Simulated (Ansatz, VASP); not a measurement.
One calculation of CsSrF3, two programs

```xyz
5
Lattice="4.7770 -0.2514 -0.2514 -0.2514 4.7770 -0.2514 -0.2514 -0.2514 4.7770" Properties=species:S:1:pos:R:3 pbc="T T T"
Cs    0.0000    0.0000    0.0000
Sr    2.1371    2.1371    2.1371
F    -0.2514    2.2628    2.2628
F     2.2628   -0.2514    2.2628
F     2.2628    2.2628   -0.2514
```

Alike in both runs: task single point; functional LDA; k mesh 6 × 6 × 6; occupations gaussian, width 0.05 eV; no spin polarisation.

```csv
,VASP,Ansatz
version,VASP 6.6.1,Ansatz 0.2.0
potentials or method,"VASP PAW LDA potentials, release 64 (Cs_sv, Sr_sv, F)","scalar-relativistic, plane waves, PAW"
plane-wave cutoff (eV),520,420
valence electrons in the cell,40,40
```

```csv
,VASP,Ansatz,Ansatz less VASP
gap on the k mesh at the Fermi level (eV),5.90,5.92,+0.020
least direct gap on the mesh (eV),5.90,5.92,+0.024
pressure (GPa),-3.2,-3.4,-0.22
largest component of the traceless stress (GPa),1.61,1.63,+0.016
```

Caveats: spin-orbit coupling is left out, which moves the levels of the heavy elements. A k mesh can miss the band edges. A hybrid or GW would open this gap; LDA tends to underestimate it.
